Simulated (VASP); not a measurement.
```
TaS2
1.0
    6.01111     0.00000     0.00000
    0.00000     6.01111     0.00000
    0.00000     0.00000     6.01111
Ta S
4 8
Direct
  0.00000   0.00000   0.00000
  0.50000   0.50000   0.00000
  0.00000   0.50000   0.50000
  0.50000   0.00000   0.50000
  0.35468   0.35468   0.35468
  0.85468   0.14532   0.64532
  0.64532   0.85468   0.14532
  0.14532   0.64532   0.85468
  0.64532   0.64532   0.64532
  0.14532   0.85468   0.35468
  0.35468   0.14532   0.85468
  0.85468   0.35468   0.14532
```

Calculation: PBEsol GGA, VASP's PBE PAW potentials (set 64) (plane waves; VASP). Numerical set-up: 400 eV cut-off, 6×6×6 Γ-centred mesh, tetrahedra with Blöchl corrections, potentials Ta_pv S.

Unless said otherwise, spin-orbit coupling is left out, though it shifts the bands of the heavy elements here.

Q: Predict the energy per atom (σ→0), band gap (on the k-mesh) with the smallest direct gap where there is one.

A: 
- band gap (on the k-mesh) = none (metal, semimetal or under 0.01 eV)
- energy per atom (σ→0) = -7.767 eV/atom

The structure was generated: TaS2 was put into the pyrite type (Pa-3), which need not be its known phase. It was relaxed first, which changed the volume by +5 %.
